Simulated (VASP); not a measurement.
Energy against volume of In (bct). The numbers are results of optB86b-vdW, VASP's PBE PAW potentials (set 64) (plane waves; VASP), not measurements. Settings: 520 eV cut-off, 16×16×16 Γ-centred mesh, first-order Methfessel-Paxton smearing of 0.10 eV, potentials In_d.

Shape and ions are relaxed at each volume.

```json
[
 {"V (Å³/atom)": "24.891", "E (eV/atom)": "0.52777"},
 {"V (Å³/atom)": "25.686", "E (eV/atom)": "0.51706"},
 {"V (Å³/atom)": "26.480", "E (eV/atom)": "0.51350"},
 {"V (Å³/atom)": "27.274", "E (eV/atom)": "0.51582"}
]
```

Question: Fit these four points and predict the energy of the run at 28.069 Å³/atom.

Answer: A cubic in V^(−2/3), the third-order Birch-Murnaghan form, passes through the four points with V0 = 26.54 Å³/atom and B0 = 39 GPa, and gives 0.5230 eV/atom there. The run gave 0.5230 eV/atom, +0.0 meV/atom from the fit; all five points give B0 = 39 GPa.

The compound is In in the bct structure. It was relaxed first.
